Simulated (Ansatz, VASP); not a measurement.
# BiP in two plane-wave programs

One calculation is typed for both programs; each brings its own data sets. How far apart do they land? The cell is generated by rule, not measured, and may not be a known phase. The cell is taken from a series of runs on this material, whose earlier steps may have relaxed, scaled, displaced or heated it; both programs get it as it stands.

Calculated with Ansatz 0.2.0; plane waves, with VASP 6.6.1 beside it; zone-centre phonons at PBEsol.

The structure was built from a prototype and need not be the compound's stable phase.

### 1. Set-up

Symmetry: P4/nmm, No. 129, tetragonal system. The conventional cell has a = 5.039 Å, b = 5.039 Å, c = 3.712 Å, α = 90.00°, β = 90.00°, γ = 90.00°. Nearest to Bi lie 4 P at 2.86 Å. Nearest to P lie 4 Bi at 2.86 Å. Farther neighbours are not listed.

### 2. VASP: zone-centre phonons, PBEsol

Second derivatives magnify differences that forces hide, and they need a tight electronic threshold.

Lines of VASP's logs that name or quote its potential files are left out, and so is its time.

INCAR

```
SYSTEM = BiP
PREC = Accurate
ENCUT = 500
EDIFF = 1E-08
NELM = 120
ISMEAR = 1
SIGMA = 0.2
LREAL = .FALSE.
ALGO = Normal
GGA = PS
NBANDS = 26
LORBIT = 11
LWAVE = .FALSE.
LCHARG = .FALSE.
ISIF = 2
IBRION = 8
LASPH = .TRUE.
GGA_COMPAT = .FALSE.
KPAR = 2
```

POSCAR

```
BiP
1.0
    5.0394937484      0.0000000000      0.0000000000
    0.0000000000      5.0394937484      0.0000000000
    0.0000000000      0.0000000000      3.7121656466
Bi P
2 2
Direct
    0.0000000000      0.0000000000      0.0000000000
    0.5000000000      0.5000000000      0.0000000000
    0.0000000000      0.5000000000      0.6343389843
    0.5000000000      0.0000000000      0.3656610157
```

KPOINTS

```
Automatic mesh
0
Gamma
8 8 12
0 0 0
```

Potentials, in the order of the species: Bi_d and P (PBE family, release 64).

Launch:

```console
mpirun -np 2 vasp_std
```

Numbers of over 12 decimals in the logs are rounded to 6 here.

The program printed:

```text
[banner, memory and clock lines left out]
running    2 mpi-ranks, on    1 nodes
 distrk:  each k-point on    1 cores,    2 groups
 distr:  one band on    1 cores,    1 groups

 POSCAR found type information on POSCAR BiP
 POSCAR found :  2 types and       4 ions
|                                                                             |
|               ----> ADVICE to this user running VASP <----                  |
|                                                                             |
|     You enforced a specific xc type in the INCAR file but a different       |
|     [... a line on the potential file left out ...]
|     I HOPE YOU KNOW WHAT YOU ARE DOING!                                     |
|                                                                             |

 LDA part: xc-table for (Slater+PW92), standard interpolation
 POSCAR, INCAR and KPOINTS ok, starting setup
 FFT: planning ... GRIDC
 FFT: planning ... GRID_SOFT
 FFT: planning ... GRID
 WAVECAR not read
 entering main loop
       N       E                     dE             d eps       ncg     rms          rms(c)
DAV:   1     0.376450997532E+03    0.37645E+03   -0.19619E+04  5460   0.167E+03
DAV:   2     0.173193193835E+02   -0.35913E+03   -0.35280E+03  5648   0.437E+02
DAV:   3    -0.178940724893E+02   -0.35213E+02   -0.34404E+02  6882   0.147E+02
DAV:   4    -0.192952741556E+02   -0.14012E+01   -0.13913E+01  6460   0.296E+01
DAV:   5    -0.193555345117E+02   -0.60260E-01   -0.60231E-01  7882   0.611E+00    0.443E+00
DAV:   6    -0.188608565181E+02    0.49468E+00   -0.16657E+00  6892   0.712E+00    0.240E+00
DAV:   7    -0.188683890187E+02   -0.75325E-02   -0.22699E-01  5870   0.189E+00    0.142E+00
DAV:   8    -0.188639486314E+02    0.44404E-02   -0.30707E-02  6208   0.119E+00    0.180E-01
DAV:   9    -0.188622806046E+02    0.16680E-02   -0.77222E-03  6520   0.514E-01    0.969E-02
DAV:  10    -0.188623608772E+02   -0.80273E-04   -0.90984E-04  6632   0.130E-01    0.423E-02
DAV:  11    -0.188623686746E+02   -0.77974E-05   -0.97867E-05  7032   0.768E-02    0.230E-02
DAV:  12    -0.188623635621E+02    0.51126E-05   -0.15857E-05  6492   0.266E-02    0.862E-03
DAV:  13    -0.188623634116E+02    0.15044E-06   -0.21120E-06  6846   0.708E-03    0.193E-03
DAV:  14    -0.188623634221E+02   -0.10455E-07   -0.13789E-07  6554   0.258E-03    0.536E-04
DAV:  15    -0.188623634345E+02   -0.12405E-07   -0.44089E-08  4816   0.935E-04    0.366E-04
DAV:  16    -0.188623634165E+02    0.17977E-07   -0.45948E-09  2820   0.659E-04    0.244E-04
DAV:  17    -0.188623634109E+02    0.56361E-08   -0.63987E-10  2826   0.226E-04
   1 F= -.18862363E+02 E0= -.18862047E+02  d E =-.948220E-03
 Linear response reoptimize wavefunctions to high precision
DAV:   1    -0.188623634000E+02    0.10868E-07   -0.58463E-10  2826   0.259E-04
DAV:   2    -0.188623634000E+02    0.10914E-10   -0.13877E-10  2814   0.101E-04
 Linear response DOF=           4
 Linear response progress:
  Degree of freedom:   1/  4
       N       E                     dE             d eps       ncg     rms          rms(c)
RMM:   1    -0.338984887225E+00   -0.33898E+00    0.22487E-01 17055   0.831E+00
RMM:   2    -0.345619486355E+00   -0.66346E-02   -0.20584E-02 22071   0.100E+00    0.566E-02
RMM:   3    -0.345587777332E+00    0.31709E-04   -0.17424E-03 24425   0.283E-01    0.334E-02
RMM:   4    -0.345173797111E+00    0.41398E-03   -0.10827E-05 24400   0.847E-02    0.510E-03
RMM:   5    -0.345209843943E+00   -0.36047E-04   -0.89877E-05 24321   0.292E-02    0.338E-03
RMM:   6    -0.345197063136E+00    0.12781E-04    0.68069E-05 25674   0.129E-02    0.745E-04
RMM:   7    -0.345209590236E+00   -0.12527E-04   -0.62021E-06 25057   0.499E-03    0.538E-04
RMM:   8    -0.345210813364E+00   -0.12231E-05   -0.25625E-06 25736   0.214E-03    0.233E-04
RMM:   9    -0.345210607314E+00    0.20605E-06   -0.84211E-06 25098   0.870E-04    0.109E-04
RMM:  10    -0.345209729392E+00    0.87792E-06   -0.36625E-06 23837   0.437E-04    0.151E-05
RMM:  11    -0.345209529428E+00    0.19996E-06   -0.24450E-06 26437   0.238E-04    0.789E-06
RMM:  12    -0.345209318298E+00    0.21113E-06   -0.13358E-06 25807   0.131E-04    0.265E-06
RMM:  13    -0.345209224317E+00    0.93981E-07   -0.69364E-07 26357   0.798E-05    0.979E-07
RMM:  14    -0.345209189399E+00    0.34918E-07   -0.44406E-07 23665   0.537E-05    0.424E-07
RMM:  15    -0.345209153712E+00    0.35688E-07   -0.19584E-07 20946   0.414E-05    0.282E-07
RMM:  16    -0.345209153244E+00    0.46732E-09   -0.14545E-07 16598   0.355E-05    0.297E-07
RMM:  17    -0.345209138706E+00    0.14538E-07   -0.64556E-08 17747   0.326E-05    0.771E-08
 first order change of Fermi-energy  -0.60940E-05
 force on displaced ion       1 direction 1 :  -3.560   0.000   0.004
 Linear response progress:
  Degree of freedom:   2/  4
       N       E                     dE             d eps       ncg     rms          rms(c)
RMM:   1    -0.321621467926E+00   -0.32162E+00    0.30227E-01 11980   0.869E+00
RMM:   2    -0.328810751895E+00   -0.71893E-02   -0.17934E-02 15176   0.956E-01    0.435E-02
RMM:   3    -0.328724421830E+00    0.86330E-04   -0.15638E-03 16979   0.275E-01    0.253E-02
RMM:   4    -0.328544836847E+00    0.17958E-03   -0.96843E-05 17246   0.774E-02    0.143E-02
RMM:   5    -0.328375743661E+00    0.16909E-03   -0.19405E-05 16376   0.280E-02    0.243E-03
RMM:   6    -0.328382709347E+00   -0.69657E-05   -0.46050E-06 17749   0.115E-02    0.101E-03
RMM:   7    -0.328392466288E+00   -0.97569E-05   -0.14094E-06 17653   0.506E-03    0.422E-04
RMM:   8    -0.328396005929E+00   -0.35396E-05    0.45314E-07 18210   0.209E-03    0.209E-04
RMM:   9    -0.328397414599E+00   -0.14087E-05   -0.36429E-09 17760   0.787E-04    0.257E-05
RMM:  10    -0.328397465578E+00   -0.50979E-07    0.15545E-07 18635   0.341E-04    0.138E-05
RMM:  11    -0.328397486498E+00   -0.20919E-07   -0.60733E-08 18114   0.174E-04    0.467E-06
RMM:  12    -0.328397558927E+00   -0.72429E-07    0.27971E-08 18794   0.102E-04    0.189E-06
RMM:  13    -0.328397561972E+00   -0.30448E-08    0.90166E-08 17249   0.660E-05    0.495E-07
 first order change of Fermi-energy   0.17905E-04
 force on displaced ion       1 direction 3 :   0.000   0.000  -1.821
 Linear response progress:
  Degree of freedom:   3/  4
       N       E                     dE             d eps       ncg     rms          rms(c)
RMM:   1    -0.555569053285E-01   -0.55557E-01    0.10551E-02 26570   0.104E+00
RMM:   2    -0.519264139694E-01    0.36305E-02   -0.35433E-03 20929   0.273E-01    0.733E-02
RMM:   3    -0.520945171613E-01   -0.16810E-03   -0.43179E-04 23481   0.100E-01    0.315E-02
RMM:   4    -0.522399191268E-01   -0.14540E-03   -0.77273E-05 23843   0.447E-02    0.945E-03
RMM:   5    -0.522649316901E-01   -0.25013E-04   -0.27133E-05 25458   0.169E-02    0.379E-03
RMM:   6    -0.522565478795E-01    0.83838E-05    0.18306E-06 25790   0.560E-03    0.285E-03
RMM:   7    -0.522545155243E-01    0.20324E-05    0.33924E-07 23855   0.128E-03    0.342E-04
RMM:   8    -0.522551338971E-01   -0.61837E-06   -0.98802E-07 24631   0.650E-04    0.705E-05
RMM:   9    -0.522550040761E-01    0.12982E-06    0.19548E-07 26362   0.234E-04    0.254E-05
RMM:  10    -0.522549713931E-01    0.32683E-07    0.42020E-07 26247   0.724E-05    0.119E-05
RMM:  11    -0.522549669748E-01    0.44184E-08   -0.75738E-08 26414   0.314E-05    0.296E-06
 first order change of Fermi-energy   0.57152E-05
 force on displaced ion       3 direction 1 :  -1.742   0.000   0.002
 Linear response progress:
  Degree of freedom:   4/  4
       N       E                     dE             d eps       ncg     rms          rms(c)
RMM:   1    -0.476382863672E-01   -0.47638E-01    0.57642E-03 10973   0.984E-01
RMM:   2    -0.450272630012E-01    0.26110E-02   -0.27309E-03  8743   0.249E-01    0.661E-02
RMM:   3    -0.450963946824E-01   -0.69132E-04   -0.39175E-04  9923   0.914E-02    0.313E-02
RMM:   4    -0.451512566892E-01   -0.54862E-04   -0.17347E-05 10206   0.346E-02    0.150E-02
RMM:   5    -0.452063094556E-01   -0.55053E-04   -0.16436E-06  9840   0.151E-02    0.498E-03
RMM:   6    -0.452159164126E-01   -0.96070E-05   -0.18559E-06  9511   0.589E-03    0.216E-03
RMM:   7    -0.452152067207E-01    0.70969E-06   -0.18803E-06 10214   0.192E-03    0.640E-04
RMM:   8    -0.452156709605E-01   -0.46424E-06   -0.24412E-07  9675   0.610E-04    0.218E-04
RMM:   9    -0.452158611406E-01   -0.19018E-06    0.90667E-07  9960   0.304E-04    0.289E-05
RMM:  10    -0.452157423298E-01    0.11881E-06    0.43646E-07 11087   0.107E-04    0.114E-05
RMM:  11    -0.452156786495E-01    0.63680E-07   -0.16839E-08 10874   0.428E-05    0.386E-06
RMM:  12    -0.452156828904E-01   -0.42409E-08   -0.16882E-08 11151   0.248E-05    0.960E-07
 first order change of Fermi-energy  -0.57778E-02
 force on displaced ion       3 direction 3 :   0.000   0.000  -2.965
 Linear response finished
```

OUTCAR, selected parts (step 2):

```text
ion  position               nearest neighbor table
   1  0.000  0.000  0.000-   3 2.86   4 2.86   3 2.86   4 2.86   2 3.56   2 3.56   2 3.56   2 3.56

  LATTYP: Found a simple tetragonal cell.
 ALAT       =     5.0394937484
 C/A-ratio  =     0.7366147935

 Subroutine GETGRP returns: Found 16 space group operations
 (whereof  8 operations were pure point group operations)

The static configuration has the point symmetry D_2d.
 The point group associated with its full space group is D_4h.

 Found    105 irreducible k-points:

   k-points           NKPTS =    105   k-points in BZ     NKDIM =    105   number of bands    NBANDS=     26

   dimension x,y,z NGX =    40 NGY =   40 NGZ =   28
   dimension x,y,z NGXF=    80 NGYF=   80 NGZF=   56

   ENCUT  =  500.0 eV  36.75 Ry    6.06 a.u.   9.19  9.19  6.77*2*pi/ulx,y,z

   NELECT =      40.0000    total number of electrons

 k-points in reciprocal lattice and weights: Automatic mesh
   0.00000000  0.00000000  0.00000000       0.001
   0.12500000  0.00000000  0.00000000       0.005
   0.25000000  0.00000000  0.00000000       0.005
   0.37500000  0.00000000  0.00000000       0.005
   0.50000000  0.00000000  0.00000000       0.003
   0.12500000  0.12500000  0.00000000       0.005
   0.25000000  0.12500000  0.00000000       0.010
   0.37500000  0.12500000  0.00000000       0.010
   0.50000000  0.12500000  0.00000000       0.005
[...]
0.50000000  0.37500000  0.50000000       0.005
   0.50000000  0.50000000  0.50000000       0.001

 average (electrostatic) potential at core
       1-103.1306       2-103.1306       3 -80.7382       4 -80.7382

  Total        0.0062653      0.0062653      0.0064601      0.0000000      0.0000000      0.0000000
  in kB        0.1064764      0.1064764      0.1097862      0.0000000      0.0000000      0.0000000
  external PRESSURE =       0.1075797 kB  Pullay stress =       0.0000000 kB

  energy-cutoff  :      500.00
  volume of cell :       94.28
      direct lattice vectors                 reciprocal lattice vectors
     5.039493748  0.000000000  0.000000000     0.198432630  0.000000000  0.000000000
     0.000000000  5.039493748  0.000000000     0.000000000  0.198432630  0.000000000
     0.000000000  0.000000000  3.712165647     0.000000000  0.000000000  0.269384531

 POSITION                                       TOTAL-FORCE (eV/Angst)
 -----------------------------------------------------------------------------------
      0.00000      0.00000      0.00000         0.000000      0.000000      0.000000
      2.51975      2.51975      0.00000        -0.000000      0.000000      0.000000
      0.00000      2.51975      2.35477         0.000000      0.000000     -0.000844
      2.51975      0.00000      1.35739        -0.000000      0.000000      0.000844
 -----------------------------------------------------------------------------------
    total drift:                               -0.000000     -0.000000     -0.000000

 Eigenvectors and eigenvalues of the dynamical matrix
 ----------------------------------------------------

   1 f  =    5.183638 THz    32.569761 2PiTHz  172.907565 cm-1    21.437796 meV
             X         Y         Z           dx          dy          dz
      0.000000  0.000000  0.000000     0.000000    0.000000   -0.000000
      2.519747  2.519747  0.000000     0.000000    0.000000   -0.000000
      0.000000  2.519747  2.354771    -0.000000   -0.000000   -0.707107
      2.519747  0.000000  1.357394    -0.000000   -0.000000    0.707107

   2 f  =    4.781742 THz    30.044572 2PiTHz  159.501747 cm-1    19.775687 meV
             X         Y         Z           dx          dy          dz
      0.000000  0.000000  0.000000     0.000000    0.000000    0.253769
      2.519747  2.519747  0.000000     0.000000    0.000000    0.253769
      0.000000  2.519747  2.354771    -0.000000   -0.000000   -0.660001
      2.519747  0.000000  1.357394    -0.000000   -0.000000   -0.660001

   3 f  =    4.059886 THz    25.509015 2PiTHz  135.423213 cm-1    16.790331 meV
             X         Y         Z           dx          dy          dz
      0.000000  0.000000  0.000000     0.144340   -0.210967    0.000000
      2.519747  2.519747  0.000000     0.144340   -0.210967    0.000000
      0.000000  2.519747  2.354771    -0.372279    0.544121    0.000000
      2.519747  0.000000  1.357394    -0.372279    0.544121    0.000000

   4 f  =    4.059886 THz    25.509015 2PiTHz  135.423213 cm-1    16.790331 meV
             X         Y         Z           dx          dy          dz
      0.000000  0.000000  0.000000     0.210967    0.144340   -0.000000
      2.519747  2.519747  0.000000     0.210967    0.144340   -0.000000
      0.000000  2.519747  2.354771    -0.544121   -0.372279    0.000000
      2.519747  0.000000  1.357394    -0.544121   -0.372279    0.000000

   5 f  =    3.752719 THz    23.579031 2PiTHz  125.177245 cm-1    15.519993 meV
             X         Y         Z           dx          dy          dz
      0.000000  0.000000  0.000000     0.226668   -0.023944    0.000000
      2.519747  2.519747  0.000000    -0.226668    0.023944   -0.000000
      0.000000  2.519747  2.354771     0.665661    0.070317    0.000000
      2.519747  0.000000  1.357394    -0.665661   -0.070317    0.000000

   6 f  =    3.752719 THz    23.579031 2PiTHz  125.177245 cm-1    15.519993 meV
             X         Y         Z           dx          dy          dz
      0.000000  0.000000  0.000000     0.023944    0.226668    0.000000
      2.519747  2.519747  0.000000    -0.023944   -0.226668    0.000000
      0.000000  2.519747  2.354771     0.070317   -0.665661    0.000000
      2.519747  0.000000  1.357394    -0.070317    0.665661   -0.000000

   7 f  =    2.292573 THz    14.404661 2PiTHz   76.472003 cm-1     9.481316 meV
             X         Y         Z           dx          dy          dz
      0.000000  0.000000  0.000000     0.008170   -0.669314    0.000000
      2.519747  2.519747  0.000000    -0.008170    0.669314   -0.000000
      0.000000  2.519747  2.354771    -0.002782   -0.227912    0.000000
      2.519747  0.000000  1.357394     0.002782    0.227912   -0.000000

   8 f  =    2.292573 THz    14.404661 2PiTHz   76.472003 cm-1     9.481316 meV
             X         Y         Z           dx          dy          dz
      0.000000  0.000000  0.000000     0.669314    0.008170    0.000000
      2.519747  2.519747  0.000000    -0.669314   -0.008170   -0.000000
      0.000000  2.519747  2.354771    -0.227912    0.002782   -0.000000
      2.519747  0.000000  1.357394     0.227912   -0.002782   -0.000000

   9 f  =    1.146903 THz     7.206205 2PiTHz   38.256571 cm-1     4.743208 meV
             X         Y         Z           dx          dy          dz
      0.000000  0.000000  0.000000    -0.000000    0.000000    0.707107
      2.519747  2.519747  0.000000    -0.000000    0.000000   -0.707107
      0.000000  2.519747  2.354771     0.000000    0.000000   -0.000000
      2.519747  0.000000  1.357394    -0.000000    0.000000    0.000000

  10 f/i=    0.002035 THz     0.012784 2PiTHz    0.067868 cm-1     0.008415 meV
             X         Y         Z           dx          dy          dz
      0.000000  0.000000  0.000000     0.000000   -0.000000   -0.660001
      2.519747  2.519747  0.000000     0.000000   -0.000000   -0.660001
      0.000000  2.519747  2.354771     0.000000   -0.000000   -0.253769
      2.519747  0.000000  1.357394     0.000000   -0.000000   -0.253769

  11 f/i=    0.009654 THz     0.060659 2PiTHz    0.322026 cm-1     0.039926 meV
             X         Y         Z           dx          dy          dz
      0.000000  0.000000  0.000000     0.656219   -0.063530    0.000000
      2.519747  2.519747  0.000000     0.656219   -0.063530    0.000000
      0.000000  2.519747  2.354771     0.254429   -0.024632    0.000000
      2.519747  0.000000  1.357394     0.254429   -0.024632    0.000000

  12 f/i=    0.009654 THz     0.060659 2PiTHz    0.322026 cm-1     0.039926 meV
             X         Y         Z           dx          dy          dz
      0.000000  0.000000  0.000000     0.063530    0.656219    0.000000
      2.519747  2.519747  0.000000     0.063530    0.656219    0.000000
      0.000000  2.519747  2.354771     0.024632    0.254429    0.000000
      2.519747  0.000000  1.357394     0.024632    0.254429    0.000000

 ELASTIC MODULI CONTR FROM IONIC RELAXATION (kBar)
 Direction    XX          YY          ZZ          XY          YZ          ZX
 --------------------------------------------------------------------------------
 XX       -1571.2444   1206.4264   -211.4134      0.0000      0.0000     -0.0000
 YY        1206.4264  -1571.2444   -211.4134      0.0000     -0.0000      0.0000
 ZZ        -211.4134   -211.4134   -245.0298      0.0000     -0.0000     -0.0000
 XY           0.0000      0.0000      0.0000      0.0000      0.0000      0.0000
 YZ           0.0000     -0.0000     -0.0000      0.0000    -45.6526      0.0000
 ZX          -0.0000      0.0000     -0.0000      0.0000      0.0000    -47.0158
 --------------------------------------------------------------------------------
```

(Part 1 of 2 ends here.)

[Lines on the potential files, build, host, timing and source positions are cut from VASP's logs without a mark.]

[Logs are printed without paths, hosts, clocks, repeated set-up lines and the standing remarks that a program may print on its own settings, such as how far it seeks lower states.]

[Hosts, paths, dates, database ids (printed as entryN), source tags and the programs' standing remarks are cut or masked in the printed files.]
